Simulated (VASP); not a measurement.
## InSb: work function with PBEsol

The system is InSb, a slab with vacuum.

```
In Sb
1.0
     6.47820    0.00000    0.00000
     0.00000    4.58078    0.00000
     0.00000    0.00000   23.74234
In Sb
7 7
Direct
  0.50000 0.50000 0.21059
  0.00000 0.00000 0.30706
  0.50000 0.50000 0.40353
  0.00000 0.00000 0.50000
  0.50000 0.50000 0.59647
  0.00000 0.00000 0.69294
  0.50000 0.50000 0.78941
  0.75000 0.00000 0.21059
  0.25000 0.50000 0.30706
  0.75000 0.00000 0.40353
  0.25000 0.50000 0.50000
  0.75000 0.00000 0.59647
  0.25000 0.50000 0.69294
  0.75000 0.00000 0.78941
```

```json
{
 "Program": "VASP 6.6.1",
 "Task": "work function",
 "Functional": "PBEsol",
 "Potentials or basis": "VASP PAW PBE potentials, release 64 (In_d, Sb)",
 "Cutoff": "520 eV",
 "k mesh": "6 × 8 × 1",
 "Occupations": "methfessel-paxton, width 0.1 eV",
 "Spin": "no spin polarisation",
 "Vacuum (Å)": "10",
 "Dipole correction": "yes",
 "Further INCAR settings": "ALGO = Fast; EDIFF = 1e-06"
}
```

```
Largest force                   : 1.052 eV/Å
Band gap on the k mesh          : none (metal or under the smearing width)
Work function of the upper face : 4.43 eV
Work function of the lower face : 4.43 eV
```

Forces on the atoms (eV/Å):
```
In   0.639  0.000  0.804
In  -0.280  0.000  0.190
In   0.232  0.000  0.094
In  -0.124  0.000  0.000
In   0.232  0.000 -0.094
In  -0.280  0.000 -0.190
In   0.639  0.000 -0.804
Sb  -0.009  0.000 -1.052
Sb  -0.447  0.000 -0.297
Sb  -0.010  0.000  0.034
Sb  -0.125  0.000  0.000
Sb  -0.010  0.000 -0.034
Sb  -0.447  0.000  0.297
Sb  -0.009  0.000  1.052
```

Levels at points of the mesh, in eV from the Fermi level:
```csv
k point,band 61,band 62,band 63,band 64,band 65,band 66
"(0.00, 0.00, 0.00)",-0.17,-0.07,-0.04,0.21,0.74,1.34
"(0.50, 0.00, 0.00)",-0.80,-0.44,-0.37,0.15,0.22,1.01
"(0.00, 0.50, 0.00)",-1.52,-0.44,-0.26,0.28,0.44,1.47
"(0.50, 0.50, 0.00)",-1.22,-0.65,-0.22,-0.15,0.39,1.43
```

It took 5.2 min on 8 MPI ranks on AMD EPYC 9R45 96-Core Processor (Zen 5), on a shared host, peak memory 1.2 GiB a rank.

Caveat: the PAW data sets were made with another functional, which shifts forces and pressure a little. The run has no spin-orbit coupling, so splittings on Sb are missing.
